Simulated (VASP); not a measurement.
Calculation: PBE GGA, VASP's PBE PAW potentials (set 64) (plane waves; VASP).

VASP input:

File POSCAR:
```
ZnO
1.0
  3.0700400000   0.0000000000   0.0000000000
 -1.5350200000   2.6587330000   0.0000000000
  0.0000000000   0.0000000000   5.0139600000
Zn O
2 2
Cart
 -0.0000015350   1.7724895529   0.0000000000
  1.5350215350   0.8862434471   2.5069800000
 -0.0000015350   1.7724895529   1.8802350000
  1.5350215350   0.8862434471   4.3872150000
```

File KPOINTS:
```
Automatic mesh
0
Gamma
9 9 5
0 0 0
```

**INCAR**
```
! general
SYSTEM  = ZnO
PREC    = Accurate
ENCUT   = 520
LREAL   = .FALSE.
LASPH   = .TRUE.

! electronic loop
EDIFF   = 1E-6
NELM    = 100
ALGO    = Normal
LMAXMIX = 4

! smearing
ISMEAR  = 0
SIGMA   = 0.05

! functional
GGA     = PE

! ions
IBRION  = 2
NSW     = 60
ISIF    = 3
EDIFFG  = -0.01

! output
LWAVE   = .FALSE.
LCHARG  = .FALSE.
```

POTCAR, in this order: Zn O (PBE.64 set). Program: vasp_std.

What will the output report for the number of irreducible k-points (NKPTS), number of bands (NBANDS), largest plane-wave count, number of space-group operations, FFT grid (NGX, NGY, NGZ)?

| Quantity | Value |
|---|---|
| number of irreducible k-points (NKPTS) | 36 |
| number of bands (NBANDS) | 22 |
| largest plane-wave count | 1115 |
| number of space-group operations | 12 |
| FFT grid (NGX, NGY, NGZ) | 24 × 24 × 40 |

The structure was generated: ZnO was put into the wurtzite type (P6_3mc), which need not be its known phase. This run relaxes it. Symmetry was kept, so distortions that lower it aren't found.
